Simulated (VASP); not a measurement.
Here is the system:

```
ZrS2
1.0
    3.71796     0.00000     0.00000
   -1.85898     3.21985     0.00000
    0.00000     0.00000     6.08458
Zr S
1 2
Cartesian
  0.00100  -0.02889  -0.02103
  1.85512   1.09309   4.65804
  0.00285   2.15565   1.44757
```

These are PBE GGA, VASP's PBE PAW potentials (set 64) (plane waves; VASP) values and carry that method's errors. Settings: 300 eV cut-off, 5×5×3 Γ-centred mesh, Gaussian smearing of 0.010 eV, potentials Zr_sv S.

Task: The ions are relaxed. Predict the relaxed structure.

Result: 
```
ZrS2
1.0
    3.71796     0.00000     0.00000
   -1.85898     3.21985     0.00000
    0.00000     0.00000     6.08458
Zr S
1 2
Cartesian
 -1.85889   3.21984   6.08456
  1.85897   1.07326   4.65393
 -0.00008   2.14660   1.43068
```
Space group P-3m1 (164), at a tolerance of 0.03 Å.

Task: How much energy does the relaxation gain?

Result: The energy (σ→0) changes by -3.2 meV/atom, in 11 ionic steps.

The structure comes from a computed database's ZrS2 entry; how it stands against other phases isn't given here. In the starting cell atoms are displaced from their ideal sites. This run relaxes the ions in a fixed cell. The run is one of a series of settings (EDIFFG = -0.005, IBRION = 2, NSW = 50 against the base run), some of them coarse on purpose.
